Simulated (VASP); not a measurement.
VASP ran on this input.

POSCAR:
```
NiSb
1
    1.9733975381    -3.4180249648     0.0000000000
    1.9733975381     3.4180249648     0.0000000000
    0.0000000000     0.0000000000     5.1456614495
Ni Sb
2 2
Direct
  0.0000000000   0.0000000000   0.5000000000
  0.0000000000   0.0000000000   0.0000000000
  0.3333330000   0.6666670000   0.2500000000
  0.6666670000   0.3333330000   0.7500000000
```

**INCAR**
```
SYSTEM = NiSb
PREC = Accurate; ENCUT = 520; LREAL = .FALSE.
LASPH = .TRUE.
EDIFF = 1E-6; NELM = 100; ALGO = Normal
LMAXMIX = 4
ISMEAR = 1; SIGMA = 0.1
GGA = MK; LUSE_VDW = .TRUE.; AGGAC = 0.0
PARAM1 = 0.1234; PARAM2 = 1.0
IBRION = 2; NSW = 60; ISIF = 3
EDIFFG = -0.02
LWAVE = .FALSE.; LCHARG = .FALSE.
```

KPOINTS:
```
Automatic mesh
0
Gamma
8 8 6
0 0 0
```

POTCAR, in this order: Ni Sb (PBE.64 set). Program: vasp_std.

Problem. Write an equivalent input for Quantum ESPRESSO's pw.x.

Solution. One equivalent input (not run):
```
&CONTROL
  calculation = 'vc-relax'
  pseudo_dir = './pseudo'
  outdir = './out'
  tprnfor = .true.
  tstress = .true.
  nstep = 60
  forc_conv_thr = 0.00078
/
&SYSTEM
  ibrav = 0
  nat = 4
  ntyp = 2
  ecutwfc = 98
  occupations = 'smearing'
  smearing = 'methfessel-paxton'
  degauss = 0.00735
  input_dft = 'vdw-df-ob86'
/
&ELECTRONS
  conv_thr = 7.3e-08
  electron_maxstep = 100
/
&IONS
/
&CELL
/
ATOMIC_SPECIES
  Ni 58.693 Ni.upf
  Sb 121.760 Sb.upf
CELL_PARAMETERS angstrom
     1.9733975   -3.4180250    0.0000000
     1.9733975    3.4180250    0.0000000
     0.0000000    0.0000000    5.1456614
ATOMIC_POSITIONS crystal
  Ni   0.0000000  0.0000000  0.5000000
  Ni   0.0000000  0.0000000  0.0000000
  Sb   0.3333330  0.6666670  0.2500000
  Sb   0.6666670  0.3333330  0.7500000
K_POINTS automatic
  8 8 6 0 0 0
```
What does not carry over: the potentials are each code's own (VASP's PAW set, PseudoDojo norm-conserving files in pw.x), so ENCUT and ecutwfc are chosen apart and not converted; conv_thr bounds pw.x's estimated SCF error, while EDIFF bounds the energy change between steps; forc_conv_thr acts on force components and is met together with etot_conv_thr.

The compound is NiSb in the NiAs type structure. This run relaxes it. Symmetry was kept, so distortions that lower it aren't found. The start is the result of an earlier pass.
